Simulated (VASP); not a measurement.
```xyz
2
Lattice="0.0000 2.7131 2.7131 2.7131 0.0000 2.7131 2.7131 2.7131 0.0000" Properties=species:S:1:pos:R:3 pbc="T T T"
Ag     0.0000     0.0000     0.0000
Br     2.7131     2.7131     2.7131
```

Method: PBEsol GGA, VASP's PBE PAW potentials (set 64) (plane waves; VASP). Settings: 480 eV cut-off, 8×8×8 Γ-centred mesh, Gaussian smearing of 0.050 eV, potentials Ag Br.

**Question.** What does the run give for the energy per atom (σ→0), pressure, band gap (on the k-mesh) with the smallest direct gap where there is one?

**Answer.** 
| Item | Value |
|---|---|
| band gap (on the k-mesh) | 0.54 eV |
| smallest direct gap (on the k-mesh) | 3.00 eV |
| energy per atom (σ→0) | -2.771 eV/atom |
| pressure | 10.03 GPa |

The compound is AgBr in the rock salt structure. It was relaxed first under an external pressure of 10 GPa.
